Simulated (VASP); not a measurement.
The system is C.

```xyz
4
Lattice="2.4610 0.0000 0.0000 -1.2305 2.1313 0.0000 0.0000 0.0000 6.7080" Properties=species:S:1:pos:R:3 pbc="T T T"
C     0.0000    0.0000    1.6770
C     0.0000    1.4209    1.6770
C     0.0000    0.0000    5.0310
C     1.2305    0.7104    5.0310
```

The cell was built by a generator and needn't be a form met in nature.

Base run:

* Program: VASP 6.6.1
* Functional: SCAN
* Potentials or basis: VASP PAW PBE potentials, release 64 (C)
* Cutoff: 520 eV
* k mesh: 16 × 16 × 4
* Occupations: fermi-dirac, width 0.05 eV
* Spin: no spin polarisation

Its results: band gap on the k mesh 0.59 eV, direct; pressure -2.4 GPa.

Question: The run is repeated on the same cell with these changes: dispersion from none to rVV10. What comes out?

Answer: Band gap on the k mesh 0.59 eV, direct; pressure -2.8 GPa.

Dispersion adds attraction, which lowers the pressure at fixed volume.

Caveats: the PAW data sets were made with another functional, which shifts forces and pressure a little.

A k mesh can miss the band edges.
